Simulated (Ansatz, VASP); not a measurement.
## Two plane-wave programs on MgRe3

INCAR

```
PREC     = Accurate       # precision mode
ENCUT    = 520            # plane-wave cutoff, eV
EDIFF    = 1E-7           # SCF threshold, eV
ISMEAR   = -1             # smearing method
SIGMA    = 0.05           # smearing width, eV
LREAL    = F              # projectors in reciprocal space
LASPH    = T              # aspherical terms in the spheres
NELM     = 60             # most SCF steps
ALGO     = Normal         # electronic algorithm
ISIF     = 2              # what is computed and relaxed
LWAVE    = F              # write WAVECAR
LCHARG   = F              # write CHGCAR
GGA      = PE             # functional
NBANDS   = 20             # bands
```

File KPOINTS:

```
Automatic mesh
0
Gamma
  7 7 7
```

File POSCAR:

```
MgRe3
1.0
    0.0000000000      3.1351546144      3.1351546144
    3.1351546144      0.0000000000      3.1351546144
    3.1351546144      3.1351546144      0.0000000000
Re Mg
3 1
Direct
    0.7500000000      0.7500000000      0.7500000000
    0.5000000000      0.5000000000      0.5000000000
    0.2500000000      0.2500000000      0.2500000000
    0.0000000000      0.0000000000      0.0000000000
```

The input input.yaml:

```yaml
crystal:
  lattice:
    - [0.0, 3.1351546144, 3.1351546144]
    - [3.1351546144, 0.0, 3.1351546144]
    - [3.1351546144, 3.1351546144, 0.0]
  atoms:
    - { symbol: Re, position: [0.75, 0.75, 0.75] }
    - { symbol: Re, position: [0.5, 0.5, 0.5] }
    - { symbol: Re, position: [0.25, 0.25, 0.25] }
    - { symbol: Mg, position: [0.0, 0.0, 0.0] }
hamiltonian:
  xc: pbe
  pseudopotentials: { kind: paw }
kpoints:
  mp_grid: { grid: [7, 7, 7] }
scf:
  occupations: { method: fermi_dirac, width: 0.05 }
output:
  forces: true
  stress: true
  eigenvalues: true
  write_density: true
  write_potential: true
  elf: true
  volumetric_format: npy
```

Change from the starting cell: volume scaled by 1.02.

Alike in both runs: task single point; functional PBE; k mesh 7 × 7 × 7; occupations fermi-dirac, width 0.05 eV; no spin polarisation.

```csv
,VASP,Ansatz
version,VASP 6.6.1,Ansatz 0.2.0
potentials or method,"VASP PAW PBE potentials, release 64 (Re, Mg)",Ansatz PAW
plane-wave cutoff (eV),520,420
valence electrons in the cell,23,55
```

```csv
,VASP,Ansatz,Ansatz less VASP
gap on the k mesh at the Fermi level (eV),none,none,-
pressure (GPa),-5.9,-5.3,+0.67
```

A gap of «none» marks a metal or a gap that the smearing closes. The functional is the same, so the differences come from potentials, cutoffs and numerics. The two sets of potentials don't hold the same shells in valence.

Spin-orbit coupling is left out, which matters for the levels of Re.
